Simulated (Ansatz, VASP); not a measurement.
## CdSiN2 in VASP and in Ansatz

```
Cd N Si
1.0
     3.14807    0.00000    0.00000
     0.00000    3.14807    0.00000
     0.00000    0.00000    5.11023
Cd N Si
1 2 1
Direct
  0.00000 0.00000 0.00000
  0.00000 0.50000 0.32251
  0.50000 0.00000 0.67749
  0.50000 0.50000 0.50000
```

Change from the starting cell: biaxial_xy strain +3.8%.

Alike in both runs: task single point; functional r2SCAN; k mesh 8 × 8 × 6; no spin polarisation.

|  | VASP | Ansatz |
| --- | --- | --- |
| version | VASP 6.6.1 | Ansatz 0.2.0 |
| potentials or method | VASP PAW PBE potentials, release 64 (Cd, N, Si) | plane waves, PAW |
| plane-wave cutoff (eV) | 520 | 500 |
| occupations | gaussian, width 0.01 eV | fixed |
| valence electrons in the cell | 26 | 34 |

Ansatz gave:

* gap on the k mesh at the Fermi level (eV): 1.14
* pressure (GPa): -12.1
* largest component of the traceless stress (GPa): 3.38
* rms of the force components (eV/Å): 0.001

**Question.** Which values does VASP return?

**Answer.** gap on the k mesh at the Fermi level (eV): 1.18; pressure (GPa): -11.4; largest component of the traceless stress (GPa): 3.69; rms of the force components (eV/Å): 0.035.

The two sets of potentials don't hold the same shells in valence.

Caveats: the PAW data sets were made with another functional, which shifts forces and pressure a little (VASP). A k mesh can miss the band edges.
